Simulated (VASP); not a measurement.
# ZnPt under strain

How does the pressure of ZnPt answer to a change of volume? The bands are shown for each cell. All runs use LDA. Left out of this account: at least 1 further run (self-consistent run: a reference on another mesh). The start is a cell from a database of measured crystal structures.

Program: VASP 6.6.1. Level of theory: LDA; plane waves and PAW (Zn, Pt). Results are calculated unless marked as measured.

### Step 1. Set-up

It takes space group P4/mmm (No. 123, tetragonal). Conventional cell: a = 2.864 Å, b = 2.864 Å, c = 3.510 Å, α = 90.00°, β = 90.00°, γ = 90.00°. Nearest to Zn lie 8 Pt at 2.68 Å and 4 Zn at 2.86 Å. Pt has 8 Zn at 2.68 Å and 4 Pt at 2.86 Å nearest. Farther neighbours are not listed.

### Step 2. Bands, cell as listed

Levels along the symmetry lines show where the bands peak and cross; KPOINTS_OPT computes them in the converged potential. LDA, the lowest rung, knows the local density alone.

Input file INCAR:

```
SYSTEM = ZnPt
PREC = Accurate
ENCUT = 400
EDIFF = 1E-06
NELM = 100
ISMEAR = -1
SIGMA = 0.05
LREAL = .FALSE.
ALGO = Normal
GGA = CA
NBANDS = 23
LASPH = .TRUE.
LORBIT = 11
LWAVE = .FALSE.
LCHARG = .FALSE.
KPAR = 2
```

Input file POSCAR:

```
ZnPt
1.0
    2.8640000000      0.0000000000      0.0000000000
    0.0000000000      2.8640000000      0.0000000000
    0.0000000000      0.0000000000      3.5100000000
Zn Pt
1 1
Direct
    0.5000000000      0.5000000000      0.5000000000
    0.0000000000      0.0000000000      0.0000000000
```

Input file KPOINTS:

```
Automatic mesh
0
Gamma
13 13 11
0 0 0
```

Input file KPOINTS_OPT:

```
Line mode
16
Line-mode
Reciprocal
  0.00000000   0.00000000   0.00000000 GAMMA
  0.00000000   0.50000000   0.00000000 X

  0.00000000   0.50000000   0.00000000 X
  0.50000000   0.50000000   0.00000000 M

  0.50000000   0.50000000   0.00000000 M
  0.00000000   0.00000000   0.00000000 GAMMA

  0.00000000   0.00000000   0.00000000 GAMMA
  0.00000000   0.00000000   0.50000000 Z

  0.00000000   0.00000000   0.50000000 Z
  0.00000000   0.50000000   0.50000000 R

  0.00000000   0.50000000   0.50000000 R
  0.50000000   0.50000000   0.50000000 A

  0.50000000   0.50000000   0.50000000 A
  0.00000000   0.00000000   0.50000000 Z

  0.00000000   0.50000000   0.00000000 X
  0.00000000   0.50000000   0.50000000 R

  0.50000000   0.50000000   0.00000000 M
  0.50000000   0.50000000   0.50000000 A
```

The projector-augmented-wave data sets are Zn and Pt (LDA family, release 64).

The run is started by

```bash
$ mpirun -np 2 vasp_std
```

The log of the run:

```text
[banner, memory and clock lines left out]
running    2 mpi-ranks, on    1 nodes
 distrk:  each k-point on    1 cores,    2 groups
 distr:  one band on    1 cores,    1 groups

 POSCAR found type information on POSCAR ZnPt
 POSCAR found :  2 types and       2 ions
 LDA part: xc-table for (Slater(with rela. corr.)+CA(PZ))
 , standard interpolation
 POSCAR, INCAR and KPOINTS ok, starting setup
 FFT: planning ... GRIDC
 FFT: planning ... GRID_SOFT
 FFT: planning ... GRID
 WAVECAR not read
 entering main loop
       N       E                     dE             d eps       ncg     rms          rms(c)
DAV:   1     0.109234782592E+03    0.10923E+03   -0.87832E+03  8365   0.107E+03
DAV:   2    -0.475171115884E+01   -0.11399E+03   -0.10601E+03  8204   0.243E+02
DAV:   3    -0.108763865499E+02   -0.61247E+01   -0.60791E+01  9303   0.556E+01
DAV:   4    -0.109345910398E+02   -0.58204E-01   -0.58193E-01  9037   0.511E+00
DAV:   5    -0.109353189831E+02   -0.72794E-03   -0.72794E-03  9527   0.583E-01    0.100E+01
DAV:   6    -0.105412294517E+02    0.39409E+00   -0.73487E-01  9563   0.136E+01    0.527E+00
DAV:   7    -0.104963789688E+02    0.44850E-01   -0.35309E-02 10694   0.242E+00    0.237E+00
DAV:   8    -0.104857583855E+02    0.10621E-01   -0.12940E-02  9486   0.986E-01    0.213E-01
DAV:   9    -0.104855527310E+02    0.20565E-03   -0.50203E-04  9564   0.499E-01    0.919E-02
DAV:  10    -0.104855119043E+02    0.40827E-04   -0.12402E-04  8877   0.730E-02    0.193E-02
DAV:  11    -0.104855119566E+02   -0.52376E-07   -0.61495E-06  9361   0.172E-02
   1 F= -.10485512E+02 E0= -.10483061E+02  d E =-.490210E-02
 Start KPOINTS_OPT (optional k-point list driver)
k-point batch [1-144\144]
       N       E                     dE             ncg
DAV:   1     0.244940413436E+05   -0.68017E+05     7196
DAV:   2     0.817172772803E+04   -0.16322E+05     7121
DAV:   3     0.732526984634E+04   -0.84646E+03     7982
DAV:   4     0.731707545132E+04   -0.81944E+01     7899
DAV:   5     0.731696104825E+04   -0.11440E+00     8073
DAV:   6     0.731695858445E+04   -0.24638E-02     8200
DAV:   7     0.731695853017E+04   -0.54284E-04     7970
DAV:   8     0.731695852897E+04   -0.11944E-05     6050
DAV:   9     0.731695852881E+04   -0.16239E-06     5335
```

Elapsed: 16 s, on 2 MPI ranks of Intel Xeon 6975P-C (Granite Rapids), shared host; peak memory 0.41 GiB.

Lines that name or quote the potential files are left out of all logs, and their timing lines are given in words.

Parts of OUTCAR (step 2):

```text
ion  position               nearest neighbor table
   1  0.500  0.500  0.500-   2 2.68   2 2.68   2 2.68   2 2.68   2 2.68   2 2.68   2 2.68   2 2.68

  LATTYP: Found a simple tetragonal cell.
 ALAT       =     2.8640000000
 C/A-ratio  =     1.2255586592

 Subroutine GETGRP returns: Found 16 space group operations
 (whereof 16 operations were pure point group operations)

The static configuration has the point symmetry D_4h.

 Found    168 irreducible k-points:

   k-points           NKPTS =    168   k-points in BZ     NKDIM =    168   number of bands    NBANDS=     23

   dimension x,y,z NGX =    20 NGY =   20 NGZ =   24
   dimension x,y,z NGXF=    40 NGYF=   40 NGZF=   48

   ENCUT  =  400.0 eV  29.40 Ry    5.42 a.u.   4.67  4.67  5.72*2*pi/ulx,y,z

   NELECT =      22.0000    total number of electrons

 k-points in reciprocal lattice and weights: Automatic mesh
   0.00000000  0.00000000  0.00000000       0.001
   0.07692308  0.00000000  0.00000000       0.002
   0.15384615  0.00000000  0.00000000       0.002
   0.23076923  0.00000000  0.00000000       0.002
   0.30769231  0.00000000  0.00000000       0.002
   0.38461538  0.00000000  0.00000000       0.002
   0.46153846  0.00000000  0.00000000       0.002
   0.07692308  0.07692308  0.00000000       0.002
   0.15384615  0.07692308  0.00000000       0.004
[...]
0.46153846  0.38461538  0.45454545       0.009
   0.46153846  0.46153846  0.45454545       0.004

 average (electrostatic) potential at core
       1 -33.0961       2 -66.7147

 E-fermi :   7.1814

 k-point     1 :       0.0000    0.0000    0.0000
  band No.  band energies     occupation
    ...
      7       2.6115      2.00000
      8       3.2344      2.00000
      9       5.7049      2.00000
     10       5.7049      2.00000
     11       6.2840      2.00000
     12       9.6343      0.00000
     13      15.5262      0.00000
     14      15.5262      0.00000
     15      16.0392      0.00000
     16      22.4332      0.00000
    ...

 k-point     2 :       0.0769    0.0000    0.0000
  band No.  band energies     occupation
    ...
      7       2.6655      2.00000
      8       3.2618      2.00000
      9       5.4226      2.00000
     10       5.6999      2.00000
     11       6.1619      2.00000
     12      10.0323      0.00000
     13      14.3905      0.00000
     14      15.7654      0.00000
     15      16.4062      0.00000
     16      22.3769      0.00000
    ...

 k-point     3 :       0.1538    0.0000    0.0000
  band No.  band energies     occupation
    ...
      7       2.7795      2.00000
      8       3.3769      2.00000
      9       4.8087      2.00000
     10       5.6859      2.00000
     11       5.8455      2.00000
     12      10.9962      0.00000
     13      12.6091      0.00000
     14      16.4371      0.00000
     15      16.5374      0.00000
     16      21.8413      0.00000
    ...

  Total       -1.8741660     -1.8741660     -1.8314260      0.0000000     -0.0000000      0.0000000
  in kB     -104.2954806   -104.2954806   -101.9170402      0.0000000     -0.0000000      0.0000000
  external PRESSURE =    -103.5026672 kB  Pullay stress =       0.0000000 kB

  energy-cutoff  :      400.00
  volume of cell :       28.79
      direct lattice vectors                 reciprocal lattice vectors
     2.864000000  0.000000000  0.000000000     0.349162011  0.000000000  0.000000000
     0.000000000  2.864000000  0.000000000     0.000000000  0.349162011  0.000000000
     0.000000000  0.000000000  3.510000000     0.000000000  0.000000000  0.284900285

 POSITION                                       TOTAL-FORCE (eV/Angst)
 -----------------------------------------------------------------------------------
      1.43200      1.43200      1.75500         0.000000      0.000000      0.000000
      0.00000      0.00000      0.00000         0.000000      0.000000      0.000000
 -----------------------------------------------------------------------------------
    total drift:                               -0.000000      0.000000      0.000000

  FREE ENERGIE OF THE ION-ELECTRON SYSTEM (eV)
  ---------------------------------------------------
  free  energy   TOTEN  =       -10.4855119566 eV

  energy  without entropy=      -10.4806098559  energy(sigma->0) =      -10.48306091

 total charge
# of ion       s       p       d       tot
------------------------------------------
    1        0.554   0.505   9.784  10.843
    2        0.639   0.525   8.161   9.325
--------------------------------------------------
tot          1.192   1.030  17.946  20.168

[... 3 further parts left out ...]
```

Spin-orbit coupling is off here; it can split and shift levels that hold much weight on Pt by tenths of an eV or more. At this level the cell is under a tension of 10.4 GPa, so at these settings it is away from equilibrium.

Numbers from this step:

```
SCF cycles                             : 11
electrons                              : 22
bands                                  : 23
irreducible k-points                   : 168
symmetry operations                    : 16
free energy (TOTEN)                    : -10.49 eV
energy at zero smearing                : -10.48 eV
Fermi energy                           : 7.181 eV
pressure                               : -10.35 GPa
metallic, judged on the points sampled : yes
```

The electronic bands at the labelled points (eV, zero at the Fermi level; # counts the bands kept in this run):

```csv
point,#8,#9,#10,#11,#12,#13,#14
Γ,-3.95,-1.48,-1.48,-0.90,2.45,8.34,8.34
0.47 of the way,-3.56,-3.05,-1.75,-1.52,3.61,5.11,9.35
X,-4.21,-4.14,-2.59,-1.57,1.18,9.14,9.78
0.47 of the way,-3.43,-3.15,-2.07,-1.57,1.15,8.76,9.13
M,-2.53,-2.53,-0.35,-0.35,0.19,5.10,5.49
0.53 of the way,-3.48,-3.09,-2.53,-2.03,4.59,5.35,6.89
Γ,-3.95,-1.48,-1.48,-0.90,2.45,8.34,8.34
0.53 of the way,-4.45,-2.00,-2.00,-0.93,-0.57,10.21,10.21
Z,-4.89,-2.37,-2.37,-1.87,-0.96,12.46,13.63
0.53 of the way,-3.74,-2.10,-1.91,-1.61,-1.49,6.85,7.43
R,-2.05,-1.82,-1.55,-1.24,-1.17,3.10,4.16
0.53 of the way,-4.23,-2.39,-1.07,2.02,2.47,3.40,3.54
A,-5.04,-1.24,0.20,2.62,5.18,5.18,5.59
0.53 of the way,-3.43,-3.22,-2.17,-0.96,-0.20,7.26,8.56
Z,-4.89,-2.37,-2.37,-1.87,-0.96,12.46,13.63
jump to X,-4.21,-4.14,-2.59,-1.57,1.18,9.14,9.78
0.47 of the way,-3.85,-2.52,-2.35,-1.56,0.92,5.56,6.27
R,-2.05,-1.82,-1.55,-1.24,-1.17,3.10,4.16
jump to M,-2.53,-2.53,-0.35,-0.35,0.19,5.10,5.49
0.53 of the way,-4.21,-1.96,0.20,2.36,2.36,3.70,5.20
A,-5.04,-1.24,0.20,2.62,5.18,5.18,5.59
```

Of the projections kept (Zn, Pt), the largest for each band there, as a share of the weight inside these atoms' spheres; weight between the spheres isn't counted:

```csv
point,#8,#9,#10,#11,#12,#13,#14
Γ,Pt 0.76,Pt 0.94,Pt 0.94,Pt 0.98,Zn 0.50,Zn 0.60,Zn 0.60
X,Pt 0.98,Zn 0.74,Pt 0.98,Pt 1.00,Pt 0.95,Zn 0.60,Pt 0.68
M,Pt 0.81,Pt 0.81,Pt 0.51,Pt 0.51,Pt 1.00,Pt 0.88,Zn 0.62
Γ,Pt 0.76,Pt 0.94,Pt 0.94,Pt 0.98,Zn 0.50,Zn 0.60,Zn 0.60
Z,Pt 1.00,Pt 0.96,Pt 0.96,Pt 0.96,Pt 1.00,Zn 1.00,Zn 0.71
R,Pt 0.92,Zn 0.55,Pt 0.93,Pt 0.65,Pt 0.95,Pt 0.90,Pt 0.54
```

There is no gap at this level.

### Step 3. Bands, volume times 1.04

The cell is expanded evenly, with fractional positions held.

INCAR is that of step 2.

Input file POSCAR:

```
ZnPt
1.0
    2.9016885325      0.0000000000      0.0000000000
    0.0000000000      2.9016885325      0.0000000000
    0.0000000000      0.0000000000      3.5561895074
Zn Pt
1 1
Direct
    0.5000000000      0.5000000000      0.5000000000
    0.0000000000      0.0000000000      0.0000000000
```

KPOINTS is that of step 2.

KPOINTS_OPT is that of step 2.

The run is started by

```bash
$ mpirun -np 2 vasp_std
```

The log of the run:

```text
[... set-up lines as in an earlier step ...]
 entering main loop
       N       E                     dE             d eps       ncg     rms          rms(c)
DAV:   1     0.109915351736E+03    0.10992E+03   -0.86630E+03  8246   0.106E+03
DAV:   2    -0.466610241952E+01   -0.11458E+03   -0.10648E+03  8267   0.241E+02
DAV:   3    -0.107729359683E+02   -0.61068E+01   -0.60615E+01  9240   0.555E+01
DAV:   4    -0.108297942459E+02   -0.56858E-01   -0.56848E-01  9002   0.503E+00
DAV:   5    -0.108305117457E+02   -0.71750E-03   -0.71750E-03  9548   0.584E-01    0.893E+00
DAV:   6    -0.104461656580E+02    0.38435E+00   -0.76852E-01  9413   0.133E+01    0.473E+00
DAV:   7    -0.104039654567E+02    0.42200E-01   -0.35147E-02 10683   0.249E+00    0.228E+00
DAV:   8    -0.103926987408E+02    0.11267E-01   -0.17747E-02  9513   0.122E+00    0.265E-01
DAV:   9    -0.103923389915E+02    0.35975E-03   -0.80021E-04  9632   0.641E-01    0.108E-01
DAV:  10    -0.103922927536E+02    0.46238E-04   -0.16146E-04  8887   0.828E-02    0.222E-02
DAV:  11    -0.103922925330E+02    0.22065E-06   -0.62648E-06  9287   0.217E-02
   1 F= -.10392293E+02 E0= -.10389721E+02  d E =-.514393E-02
 Start KPOINTS_OPT (optional k-point list driver)
k-point batch [1-144\144]
       N       E                     dE             ncg
DAV:   1     0.238986359360E+05   -0.68557E+05     7078
DAV:   2     0.738185181161E+04   -0.16517E+05     7072
DAV:   3     0.649947403849E+04   -0.88238E+03     7954
DAV:   4     0.649090785184E+04   -0.85662E+01     7816
DAV:   5     0.649078956507E+04   -0.11829E+00     8136
DAV:   6     0.649078697298E+04   -0.25921E-02     8187
DAV:   7     0.649078691447E+04   -0.58506E-04     8004
DAV:   8     0.649078691316E+04   -0.13099E-05     6008
DAV:   9     0.649078691297E+04   -0.19185E-06     5356
```

The job ended after 16 s (2 MPI ranks; peak memory 0.42 GiB).

OUTCAR, selected parts (step 3):

```text
  LATTYP: Found a simple tetragonal cell.
 ALAT       =     2.9016885325
 C/A-ratio  =     1.2255586592

The static configuration has the point symmetry D_4h.

 Found    168 irreducible k-points:

   ENCUT  =  400.0 eV  29.40 Ry    5.42 a.u.   4.73  4.73  5.80*2*pi/ulx,y,z

   NELECT =      22.0000    total number of electrons

 E-fermi :   6.6574

 k-point     1 :       0.0000    0.0000    0.0000
  band No.  band energies     occupation
    ...
      7       2.3082      2.00000
      8       2.8732      2.00000
      9       5.2327      2.00000
     10       5.2327      2.00000
     11       5.7884      2.00000
     12       9.1401      0.00000
     13      14.8730      0.00000
     14      14.8730      0.00000
     15      15.0985      0.00000
     16      21.5996      0.00000
    ...

 k-point     2 :       0.0769    0.0000    0.0000
  band No.  band energies     occupation
    ...
      7       2.3601      2.00000
      8       2.9023      2.00000
      9       4.9738      2.00000
     10       5.2288      2.00000
     11       5.6757      2.00000
     12       9.5127      0.00000
     13      13.6894      0.00000
     14      15.1002      0.00000
     15      15.5319      0.00000
     16      21.5290      0.00000
    ...

  Total       -3.0623216     -3.0623216     -2.9595810      0.0000000      0.0000000      0.0000000
  in kB     -163.8607322   -163.8607322   -158.3632232      0.0000000      0.0000000      0.0000000
  external PRESSURE =    -162.0282292 kB  Pullay stress =       0.0000000 kB

  energy-cutoff  :      400.00
  volume of cell :       29.94
      direct lattice vectors                 reciprocal lattice vectors
     2.901688533  0.000000000  0.000000000     0.344626926  0.000000000  0.000000000
     0.000000000  2.901688533  0.000000000     0.000000000  0.344626926  0.000000000
     0.000000000  0.000000000  3.556189507     0.000000000  0.000000000  0.281199862

 POSITION                                       TOTAL-FORCE (eV/Angst)
 -----------------------------------------------------------------------------------
      1.45084      1.45084      1.77809         0.000000      0.000000      0.000000
      0.00000      0.00000      0.00000         0.000000      0.000000      0.000000
 -----------------------------------------------------------------------------------
    total drift:                               -0.000000      0.000000      0.000000

  FREE ENERGIE OF THE ION-ELECTRON SYSTEM (eV)
  ---------------------------------------------------
  free  energy   TOTEN  =       -10.3922925330 eV

  energy  without entropy=      -10.3871486072  energy(sigma->0) =      -10.38972057

 total charge
# of ion       s       p       d       tot
------------------------------------------
    1        0.543   0.470   9.777  10.791
    2        0.622   0.485   8.139   9.246
--------------------------------------------------
tot          1.165   0.956  17.916  20.037

[... 4 parts as in an earlier step ...]

[... 6 further parts left out ...]
```

This step gave:

```
free energy (TOTEN)     : -10.39 eV
energy at zero smearing : -10.39 eV
Fermi energy            : 6.657 eV
pressure                : -16.20 GPa
```

Electronic bands along the path, in eV, zero at the Fermi level; # counts the bands kept in this run:

```csv
point,#8,#9,#10,#11,#12,#13,#14,#15
Γ,-3.78,-1.43,-1.43,-0.87,2.48,8.22,8.22,8.44
0.53 of the way,-3.29,-3.13,-1.82,-1.46,2.85,5.58,9.03,10.58
X,-3.98,-3.97,-2.45,-1.50,1.09,9.01,9.57,11.02
0.47 of the way,-3.27,-2.98,-1.99,-1.49,1.08,8.53,8.81,10.03
M,-2.44,-2.44,-0.23,-0.23,0.15,4.84,5.17,8.91
0.47 of the way,-3.00,-2.97,-2.43,-2.06,3.86,4.97,7.54,9.82
Γ,-3.78,-1.43,-1.43,-0.87,2.48,8.22,8.22,8.44
0.47 of the way,-4.13,-1.82,-1.82,-0.89,-0.12,9.60,9.60,12.41
Z,-4.61,-2.25,-2.25,-1.78,-0.93,12.35,13.24,13.24
0.47 of the way,-3.79,-2.03,-1.91,-1.50,-1.43,7.30,8.10,13.24
R,-1.96,-1.65,-1.49,-1.13,-1.10,2.91,3.91,13.15
0.47 of the way,-3.77,-2.65,-1.07,1.49,1.92,3.13,3.48,9.24
A,-4.76,-1.19,0.17,2.50,5.09,5.09,5.52,6.67
0.53 of the way,-3.26,-3.05,-2.06,-0.95,-0.19,7.03,8.35,9.09
Z,-4.61,-2.25,-2.25,-1.78,-0.93,12.35,13.24,13.24
jump to X,-3.98,-3.97,-2.45,-1.50,1.09,9.01,9.57,11.02
0.53 of the way,-3.51,-2.18,-2.14,-1.50,0.76,4.79,5.62,13.80
R,-1.96,-1.65,-1.49,-1.13,-1.10,2.91,3.91,13.15
jump to M,-2.44,-2.44,-0.23,-0.23,0.15,4.84,5.17,8.91
0.47 of the way,-3.78,-2.01,0.16,1.89,1.89,3.79,4.93,9.29
A,-4.76,-1.19,0.17,2.50,5.09,5.09,5.52,6.67
```

Of the projections kept (Zn, Pt), the largest for each band there, as a share of the weight inside these atoms' spheres; weight between the spheres isn't counted:

```csv
point,#8,#9,#10,#11,#12,#13,#14,#15
Γ,Pt 0.78,Pt 0.95,Pt 0.95,Pt 0.98,Zn 0.50,Zn 0.60,Zn 0.60,Pt 0.56
X,Pt 0.92,Pt 0.98,Pt 0.98,Pt 1.00,Pt 0.95,Zn 0.59,Pt 0.69,Zn 0.60
M,Pt 0.83,Pt 0.83,Zn 0.50,Zn 0.50,Pt 1.00,Pt 0.89,Zn 0.62,Zn 1.00
Γ,Pt 0.78,Pt 0.95,Pt 0.95,Pt 0.98,Zn 0.50,Zn 0.60,Zn 0.60,Pt 0.56
Z,Pt 1.00,Pt 0.96,Pt 0.96,Pt 0.97,Pt 1.00,Zn 1.00,Zn 0.73,Zn 0.73
R,Pt 0.93,Zn 0.55,Pt 0.93,Pt 0.96,Pt 0.65,Pt 0.91,Pt 0.54,Zn 1.00
```

 The pressure is -16.20 GPa.

For the pressure, step 2 gave -10.4 GPa; this run, with cell volume +4.0 %, gives -16.2 GPa.

[end of part 1 of 3]

[Lines on the potential files, build, host, timing and source positions are cut from VASP's logs without a mark.]

[Logs are printed without paths, hosts, clocks, repeated set-up lines and the standing remarks that a program may print on its own settings, such as how far it seeks lower states.]

[Hosts, paths, dates, database ids (printed as entryN), source tags and the programs' standing remarks are cut or masked in the printed files.]

[A measured line is paired with the nearest computed mode of its activity, which favours agreement.]

[In band tables of VASP the shares of atoms and orbitals are scaled to a sum of 1 inside the atoms' spheres.]
